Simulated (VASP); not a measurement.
All values below come from optB88-vdW, VASP's PBE PAW potentials (set 64) (plane waves; VASP).

The input files of a VASP run:

**KPOINTS**
```
Automatic mesh
0
Gamma
11 11 6
0 0 0
```

INCAR:
```
AGGAC = 0.0
ALGO = Normal
EDIFF = 1E-6
EDIFFG = -0.01
ENCUT = 520
GGA = BO
IBRION = 2
ISIF = 3
ISMEAR = 1
LASPH = .TRUE.
LCHARG = .FALSE.
LMAXMIX = 6
LREAL = .FALSE.
LUSE_VDW = .TRUE.
LWAVE = .FALSE.
NELM = 100
NSW = 60
PARAM1 = 0.1833333333
PARAM2 = 0.22
PREC = Accurate
SIGMA = 0.1
SYSTEM = Er
```

File POSCAR:
```
Er
1
    1.7800000000    -3.0830500000     0.0000000000
    1.7800000000     3.0830500000     0.0000000000
    0.0000000000     0.0000000000     5.5900000000
Er
2
Direct
  0.3333330000   0.6666670000   0.2500000000
  0.6666670000   0.3333330000   0.7500000000
```

POTCAR, in this order: Er_3 (PBE.64 set). Program: vasp_std.

The run wrote:

OUTCAR:
```
 ion  position               nearest neighbor table
   1  0.333  0.667  0.250-   2 3.47   2 3.47   2 3.47   2 3.47   2 3.47   2 3.47
   2  0.667  0.333  0.750-   1 3.47   1 3.47   1 3.47   1 3.47   1 3.47   1 3.47
  LATTYP: Found a hexagonal cell.
 ALAT       =     3.5599996211
 C/A-ratio  =     1.5702248862
 Subroutine PRICEL returns:
 Original cell was already a primitive cell.
 Subroutine GETGRP returns: Found 24 space group operations
The static configuration has the point symmetry D_3d.
 The point group associated with its full space group is D_6h.
The dynamic configuration has the point symmetry D_3d.
 Subroutine INISYM returns: Found 24 space group operations
 Subroutine IBZKPT returns following result:
 Found     64 irreducible k-points:

 Following reciprocal coordinates:
            Coordinates               Weight
  0.000000  0.000000  0.000000      1.000000
  0.090909 -0.000000  0.000000      6.000000
  0.181818  0.000000  0.000000      6.000000
  0.272727 -0.000000  0.000000      6.000000
  0.363636 -0.000000  0.000000      6.000000
  0.454545 -0.000000  0.000000      6.000000
  0.090909  0.090909  0.000000      6.000000
...
```

### OSZICAR
```
       N       E                     dE             d eps       ncg     rms          rms(c)
DAV:   1     0.514453480119E+02    0.51445E+02   -0.87932E+03  2857   0.137E+03
DAV:   2    -0.110157889465E+01   -0.52547E+02   -0.51411E+02  2794   0.534E+02
DAV:   3    -0.349545835620E+01   -0.23939E+01   -0.23003E+01  3006   0.564E+01
DAV:   4    -0.359034716364E+01   -0.94889E-01   -0.93564E-01  3054   0.933E+00
DAV:   5    -0.359478326009E+01   -0.44361E-02   -0.44034E-02  2870   0.152E+00    0.240E+01
DAV:   6    -0.361210108215E+01   -0.17318E-01   -0.23989E-02  2806   0.285E+00    0.143E+01
DAV:   7    -0.363155881444E+01   -0.19458E-01   -0.46830E-02  2719   0.413E+00    0.348E-01
DAV:   8    -0.363203606479E+01   -0.47725E-03   -0.29890E-03  2766   0.876E-01    0.718E-02
DAV:   9    -0.363212333490E+01   -0.87270E-04   -0.19733E-04  2818   0.145E-01    0.318E-02
DAV:  10    -0.363213368295E+01   -0.10348E-04   -0.41898E-05  2816   0.744E-02    0.548E-02
DAV:  11    -0.363213495399E+01   -0.12710E-05   -0.42792E-06  2464   0.198E-02    0.420E-03
DAV:  12    -0.363213526672E+01   -0.31273E-06   -0.26466E-07  1502   0.872E-03
   1 F= -.36321353E+01 E0= -.36331227E+01  d E =-.363214E+01
       N       E                     dE             d eps       ncg     rms          rms(c)
DAV:   1    -0.371898115524E+01   -0.86846E-01   -0.17042E+00  2466   0.202E+01    0.183E+00
DAV:   2    -0.366728449457E+01    0.51697E-01   -0.13645E-01  2329   0.593E+00    0.800E-01
DAV:   3    -0.364118415557E+01    0.26100E-01   -0.54233E-02  2541   0.402E+00    0.295E-01
DAV:   4    -0.364089911037E+01    0.28505E-03   -0.46775E-03  2668   0.110E+00    0.222E-01
DAV:   5    -0.364099788873E+01   -0.98778E-04   -0.50702E-04  2774   0.343E-01    0.216E-02
DAV:   6    -0.364098423772E+01    0.13651E-04   -0.42031E-05  2849   0.107E-01    0.117E-02
DAV:   7    -0.364097984095E+01    0.43968E-05   -0.55864E-06  2326   0.303E-02    0.229E-03
DAV:   8    -0.364097966770E+01    0.17324E-06   -0.37322E-07  1272   0.123E-02
   2 F= -.36409797E+01 E0= -.36422903E+01  d E =-.884440E-02
       N       E                     dE             d eps       ncg     rms          rms(c)
DAV:   1    -0.364213714457E+01   -0.11573E-02   -0.21508E-02  2489   0.217E+00    0.212E-01
DAV:   2    -0.364147794977E+01    0.65919E-03   -0.17565E-03  2350   0.674E-01    0.902E-02
DAV:   3    -0.364114569072E+01    0.33226E-03   -0.66887E-04  2541   0.450E-01    0.324E-02
DAV:   4    -0.364113917656E+01    0.65142E-05   -0.63164E-05  2667   0.129E-01    0.241E-02
DAV:   5    -0.364113861593E+01    0.56062E-06   -0.64580E-06  2450   0.394E-02
   3 F= -.36411386E+01 E0= -.36424177E+01  d E =-.900335E-02
       N       E                     dE             d eps       ncg     rms          rms(c)
DAV:   1    -0.364116418229E+01   -0.25006E-04   -0.57421E-04  2504   0.364E-01    0.351E-02
DAV:   2    -0.364114538669E+01    0.18796E-04   -0.47206E-05  2316   0.114E-01    0.150E-02
DAV:   3    -0.364113623976E+01    0.91469E-05   -0.19561E-05  2566   0.767E-02    0.541E-03
DAV:   4    -0.364113593025E+01    0.30951E-06   -0.98379E-07  1032   0.218E-02
   4 F= -.36411359E+01 E0= -.36424094E+01  d E =-.900066E-02
       N       E                     dE             d eps       ncg     rms          rms(c)
DAV:   1    -0.364420634189E+01   -0.30701E-02   -0.10818E-01  2481   0.414E+00    0.252E-01
DAV:   2    -0.364280926664E+01    0.13971E-02   -0.28620E-03  2791   0.817E-01    0.135E-01
DAV:   3    -0.364208449747E+01    0.72477E-03   -0.81069E-04  3147   0.379E-01    0.582E-02
DAV:   4    -0.364207381986E+01    0.10678E-04   -0.13888E-04  2835   0.109E-01    0.323E-02
DAV:   5    -0.364207332664E+01    0.49322E-06   -0.66721E-06  2318   0.341E-02
   5 F= -.36420733E+01 E0= -.36435544E+01  d E =-.937396E-03
       N       E                     dE             d eps       ncg     rms          rms(c)
DAV:   1    -0.364316368608E+01   -0.10899E-02   -0.48355E-02  2476   0.277E+00    0.174E-01
DAV:   2    -0.364254124819E+01    0.62244E-03   -0.12704E-03  2799   0.545E-01    0.889E-02
DAV:   3    -0.364221714915E+01    0.32410E-03   -0.36768E-04  3163   0.252E-01    0.355E-02
DAV:   4    -0.364221245338E+01    0.46958E-05   -0.61416E-05  2819   0.721E-02    0.201E-02
DAV:   5    -0.364221196327E+01    0.49010E-06   -0.25137E-06  1650   0.230E-02
   6 F= -.36422120E+01 E0= -.36437857E+01  d E =-.107603E-02
```

### OUTCAR
```
------------------------ aborting loop because EDIFF is reached ----------------------------------------
  FORCE on cell =-STRESS in cart. coord.  units (eV):
  Direction    XX          YY          ZZ          XY          YZ          ZX
  --------------------------------------------------------------------------------------
  Total       -0.0105699     -0.0105699      0.0077737      0.0000000      0.0000000      0.0000000
  in kB       -0.2837698     -0.2837697      0.2086999      0.0000000      0.0000000      0.0000000
  external PRESSURE =      -0.1196132 kB  Pullay stress =       0.0000000 kB
  volume of cell :       59.68
      direct lattice vectors                 reciprocal lattice vectors
     1.776177009 -3.076428389  0.000000000     0.281503475 -0.162526130  0.000000000
     1.776177009  3.076428389 -0.000000000     0.281503475  0.162526130  0.000000000
    -0.000000000 -0.000000000  5.460742646     0.000000000  0.000000000  0.183125275
 POSITION                                       TOTAL-FORCE (eV/Angst)
 -----------------------------------------------------------------------------------
      1.77618      1.02548      1.36519         0.000000     -0.000000      0.000000
      1.77618     -1.02548      4.09556        -0.000000      0.000000      0.000000
 -----------------------------------------------------------------------------------
    total drift:                               -0.000002      0.000086     -0.000012
  FREE ENERGIE OF THE ION-ELECTRON SYSTEM (eV)
  ---------------------------------------------------
  free  energy   TOTEN  =        -3.6422119633 eV

  energy  without entropy=       -3.6469331888  energy(sigma->0) =       -3.64378571

 reached required accuracy - stopping structural energy minimisation
```
(Selected blocks of OUTCAR.)

CONTCAR:
```
Er
   1.00000000000000
     1.7761770094535561   -3.0764283890507302    0.0000000000000000
     1.7761770094535561    3.0764283890507302   -0.0000000000000000
    -0.0000000000000000   -0.0000000000000000    5.4607426463028963
  Er
     2
Direct
     0.3333330000000032    0.6666669999999968    0.2500000000000000
     0.6666669999999968    0.3333330000000032    0.7500000000000000
```

The 4f electrons are frozen in the core of the lanthanide potential, so 4f levels, which can set the real gap, and their magnetism are missing. Energy and stress use the plane-wave basis of the starting cell.

The compound is Er in the hcp structure. This run relaxes it. Symmetry was kept, so distortions that lower it aren't found.
